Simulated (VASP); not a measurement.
These are SCAN meta-GGA, VASP's PBE PAW potentials (set 64) (plane waves; VASP 6.6.1) values and carry that method's errors.

VASP ran on this input.

File POSCAR:
```
NiAl
1
    2.8460123495    -0.0000000000    -0.0000000000
   -0.0000000000     2.8460123495    -0.0000000000
    0.0000000000    -0.0000000000     2.8460123495
Al Ni
1 1
Direct
  0.5000000000   0.5000000000   0.5000000000
  0.0000000000   0.0000000000   0.0000000000
```

### KPOINTS
```
Automatic mesh
0
Gamma
14 14 14
0 0 0
```

File KPOINTS_OPT:
```
k-points along high-symmetry lines
10
Line-mode
Reciprocal
  0.000000   0.000000   0.000000 ! GAMMA
  0.000000   0.500000   0.000000 ! X

  0.000000   0.500000   0.000000 ! X
  0.500000   0.500000   0.000000 ! M

  0.500000   0.500000   0.000000 ! M
  0.000000   0.000000   0.000000 ! GAMMA

  0.000000   0.000000   0.000000 ! GAMMA
  0.500000   0.500000   0.500000 ! R

  0.500000   0.500000   0.500000 ! R
  0.000000   0.500000   0.000000 ! X

  0.500000   0.500000   0.500000 ! R
  0.500000   0.500000   0.000000 ! M
```

INCAR:
```
ALGO=Normal
EDIFF=1E-7
ENCUT=520
ISIF=2
ISMEAR=-5
LASPH=.TRUE.
LCHARG=.FALSE.
LMAXMIX=4
LMIXTAU=.TRUE.
LORBIT=11
LREAL=.FALSE.
LWAVE=.FALSE.
METAGGA=SCAN
NEDOS=601
NELM=100
PREC=Accurate
SYSTEM=NiAl
```

POTCAR, in this order: Al Ni (PBE.64 set). Program: vasp_std.

Output

### OUTCAR
```
 ion  position               nearest neighbor table
   1  0.500  0.500  0.500-   2 2.46   2 2.46   2 2.46   2 2.46   2 2.46   2 2.46   2 2.46   2 2.46
  LATTYP: Found a simple cubic cell.
 ALAT       =     2.8460123495
 Subroutine PRICEL returns:
 Original cell was already a primitive cell.
 Subroutine GETGRP returns: Found 48 space group operations
The static configuration has the point symmetry O_h .
The dynamic configuration has the point symmetry O_h .
 Subroutine INISYM returns: Found 48 space group operations
 Subroutine IBZKPT returns following result:
 Found    120 irreducible k-points:

 Following reciprocal coordinates:
            Coordinates               Weight
  0.000000  0.000000  0.000000      1.000000
  0.071429  0.000000  0.000000      6.000000
  0.142857  0.000000  0.000000      6.000000
  0.214286  0.000000  0.000000      6.000000
  0.285714  0.000000  0.000000      6.000000
  0.357143  0.000000  0.000000      6.000000
  0.428571  0.000000  0.000000      6.000000
  0.500000  0.000000  0.000000      3.000000
  0.071429  0.071429  0.000000     12.000000
  0.142857  0.071429  0.000000     24.000000
  0.214286  0.071429  0.000000     24.000000
  0.285714  0.071429  0.000000     24.000000
  0.357143  0.071429  0.000000     24.000000
  0.428571  0.071429  0.000000     24.000000
  0.500000  0.071429  0.000000     12.000000
  0.142857  0.142857  0.000000     12.000000
  0.214286  0.142857  0.000000     24.000000
  0.285714  0.142857  0.000000     24.000000
  0.357143  0.142857  0.000000     24.000000
  0.428571  0.142857  0.000000     24.000000
  0.500000  0.142857  0.000000     12.000000
  0.214286  0.214286  0.000000     12.000000
  0.285714  0.214286  0.000000     24.000000
  0.357143  0.214286  0.000000     24.000000
  0.428571  0.214286  0.000000     24.000000
  0.500000  0.214286  0.000000     12.000000
  0.285714  0.285714  0.000000     12.000000
  0.357143  0.285714  0.000000     24.000000
  0.428571  0.285714  0.000000     24.000000
  0.500000  0.285714  0.000000     12.000000
  0.357143  0.357143  0.000000     12.000000
  0.428571  0.357143  0.000000     24.000000
  0.500000  0.357143  0.000000     12.000000
  0.428571  0.428571  0.000000     12.000000
  0.500000  0.428571  0.000000     12.000000
  0.500000  0.500000  0.000000      3.000000
  0.071429  0.071429  0.071429      8.000000
  0.142857  0.071429  0.071429     24.000000
  0.214286  0.071429  0.071429     24.000000
  0.285714  0.071429  0.071429     24.000000
   k-points           NKPTS =    120   k-points in BZ     NKDIM =    120   number of bands    NBANDS=     10
   number of dos      NEDOS =    601   number of ions     NIONS =      2
   total plane-waves  NPLWV =  13824
   dimension x,y,z NGX =    24 NGY =   24 NGZ =   24
   dimension x,y,z NGXF=    48 NGYF=   48 NGZF=   48
   ions per type =               1   1
   PREC   = accura    normal or accurate (medium, high low for compatibility)
   ISTART =      0    job   : 0-new  1-cont  2-samecut
   ICHARG =      2    charge: 1-file 2-atom 10-const
   ISPIN  =      1    spin polarized calculation?
   LNONCOLLINEAR =      F non collinear calculations
   LSORBIT =      F    spin-orbit coupling
   INIWAV =      1    electr: 0-lowe 1-rand  2-diag
   ENCUT  =  520.0 eV  38.22 Ry    6.18 a.u.   5.29  5.29  5.29*2*pi/ulx,y,z
   NELM   =    100;   NELMIN=  2; NELMDL= -5     # of ELM steps
   EDIFF  = 0.1E-06   stopping-criterion for ELM
   LREAL  =      F    real-space projection
   NLSPLINE    = F    spline interpolate recip. space projectors
   LMAXMIX     =    4 max onsite mixed and CHGCAR
   VOSKOWN=      0    Vosko Wilk Nusair interpolation
...
```

OSZICAR:
```
       N       E                     dE             d eps       ncg     rms          rms(c)
DAV:   1     0.261133203260E+02    0.26113E+02   -0.59962E+03  2432   0.145E+03
DAV:   2    -0.267007483032E+02   -0.52814E+02   -0.50440E+02  2404   0.215E+02
DAV:   3    -0.280596960291E+02   -0.13589E+01   -0.13486E+01  2848   0.457E+01
DAV:   4    -0.280818625879E+02   -0.22167E-01   -0.22077E-01  2868   0.523E+00
DAV:   5    -0.280825061185E+02   -0.64353E-03   -0.64365E-03  2738   0.910E-01    0.125E+01
DAV:   6    -0.282596223069E+02   -0.17712E+00   -0.56037E+01  2630   0.139E+02    0.153E+01
DAV:   7    -0.255087147328E+02    0.27509E+01   -0.16669E+01  2652   0.807E+01    0.169E+00
DAV:   8    -0.254623950548E+02    0.46320E-01   -0.58099E-01  2530   0.985E+00    0.146E+00
DAV:   9    -0.255001128828E+02   -0.37718E-01   -0.45182E-01  2486   0.966E+00    0.414E-01
DAV:  10    -0.254361922235E+02    0.63921E-01   -0.23806E-01  2446   0.565E+00    0.237E-01
DAV:  11    -0.254346498613E+02    0.15424E-02   -0.70362E-03  2560   0.133E+00    0.116E-01
DAV:  12    -0.254351327528E+02   -0.48289E-03   -0.59485E-03  2414   0.110E+00    0.530E-02
DAV:  13    -0.254343951799E+02    0.73757E-03   -0.40066E-03  2406   0.947E-01    0.214E-02
DAV:  14    -0.254343148425E+02    0.80337E-04   -0.90430E-04  2444   0.452E-01    0.235E-02
DAV:  15    -0.254342615569E+02    0.53286E-04   -0.20958E-04  2446   0.195E-01    0.192E-02
DAV:  16    -0.254342663784E+02   -0.48215E-05   -0.78655E-05  2488   0.117E-01    0.107E-02
DAV:  17    -0.254342677595E+02   -0.13811E-05   -0.92133E-05  2408   0.125E-01    0.127E-03
DAV:  18    -0.254342649358E+02    0.28237E-05   -0.64182E-06  2530   0.375E-02    0.201E-03
DAV:  19    -0.254342647960E+02    0.13985E-06   -0.23822E-08  1708   0.202E-03    0.219E-03
DAV:  20    -0.254342645897E+02    0.20628E-06   -0.29878E-07  2436   0.786E-03    0.127E-03
DAV:  21    -0.254342641448E+02    0.44493E-06   -0.11207E-07  1806   0.528E-03    0.633E-04
DAV:  22    -0.254342641632E+02   -0.18432E-07   -0.74752E-08  1332   0.477E-03
   1 F= -.25434264E+02 E0= -.25434264E+02  d E =0.000000E+00
       N       E                     dE             ncg
```

File OUTCAR:
```
------------------------ aborting loop because EDIFF is reached ----------------------------------------
  FORCE on cell =-STRESS in cart. coord.  units (eV):
  Direction    XX          YY          ZZ          XY          YZ          ZX
  --------------------------------------------------------------------------------------
  Total        0.0094747      0.0094747      0.0094747     -0.0000000     -0.0000000      0.0000000
  in kB        0.6585138      0.6585138      0.6585138     -0.0000000     -0.0000000      0.0000000
  external PRESSURE =       0.6585138 kB  Pullay stress =       0.0000000 kB
  volume of cell :       23.05
      direct lattice vectors                 reciprocal lattice vectors
     2.846012350  0.000000000  0.000000000     0.351368820  0.000000000  0.000000000
     0.000000000  2.846012350  0.000000000     0.000000000  0.351368820  0.000000000
     0.000000000  0.000000000  2.846012350     0.000000000  0.000000000  0.351368820
 POSITION                                       TOTAL-FORCE (eV/Angst)
 -----------------------------------------------------------------------------------
      1.42301      1.42301      1.42301         0.000000      0.000000      0.000000
      0.00000      0.00000      0.00000         0.000000      0.000000      0.000000
 -----------------------------------------------------------------------------------
    total drift:                                0.000000      0.000000      0.000000
  FREE ENERGIE OF THE ION-ELECTRON SYSTEM (eV)
  ---------------------------------------------------
  free  energy   TOTEN  =       -25.4342641632 eV

  energy  without entropy=      -25.4342641632  energy(sigma->0) =      -25.43426416

 total charge

# of ion       s       p       d       tot
------------------------------------------
    1        0.390   0.439   0.000   0.829
    2        0.515   0.581   8.492   9.588
--------------------------------------------------
tot          0.905   1.019   8.492  10.416
```
(Selected blocks of OUTCAR.)

**OUTCAR**
```
 val. band max:       10.3222691190   @ k =   0.3571   0.2857   0.0714

 cond. band min:      10.2541572366   @ k =   0.5000   0.3571   0.3571


 Fermi energy:        10.2978923441

 k-point     1 :       0.0000    0.0000    0.0000
  band No.  band energies     occupation
      1      -1.5545      2.00000
      2       6.7621      2.00000
      3       6.7621      2.00000
      4       8.5927      2.00000
      5       8.5927      2.00000
      6       8.5927      2.00000
      7      16.1521      0.00000
      8      16.1521      0.00000
      9      16.1521      0.00000
     10      18.9521      0.00000

 k-point     2 :       0.0714    0.0000    0.0000
  band No.  band energies     occupation
      1      -1.4540      2.00000
      2       6.7554      2.00000
      3       6.7859      2.00000
      4       8.5481      2.00000
      5       8.5481      2.00000
      6       8.5975      2.00000
      7      15.1283      0.00000
      8      16.2846      0.00000
      9      16.2846      0.00000
     10      18.9596      0.00000

 k-point     3 :       0.1429    0.0000    0.0000
  band No.  band energies     occupation
      1      -1.1541      2.00000
      2       6.7100      2.00000
      3       6.8533      2.00000
      4       8.4278      2.00000
      5       8.4278      2.00000
      6       8.6110      2.00000
      7      13.4459      0.00000
      8      16.6690      0.00000
      9      16.6690      0.00000
     10      18.9817      0.00000

 k-point     4 :       0.2143    0.0000    0.0000
  band No.  band energies     occupation
      1      -0.6595      2.00000
      2       6.5407      2.00000
      3       6.9528      2.00000
      4       8.2645      2.00000
      5       8.2645      2.00000
      6       8.6305      2.00000
      7      11.8770      0.00000
      8      17.2744      0.00000
      9      17.2744      0.00000
     10      19.0169      0.00000

 k-point     5 :       0.2857    0.0000    0.0000
...
```

For a metal the tetrahedron method with Blöchl corrections gives inexact stress and forces.

The compound is NiAl in the CsCl type structure. It was relaxed first. The run is not spin-polarised, so no magnetic state was tried. The electron count is odd and the run is not spin-polarised, which forces a metal.
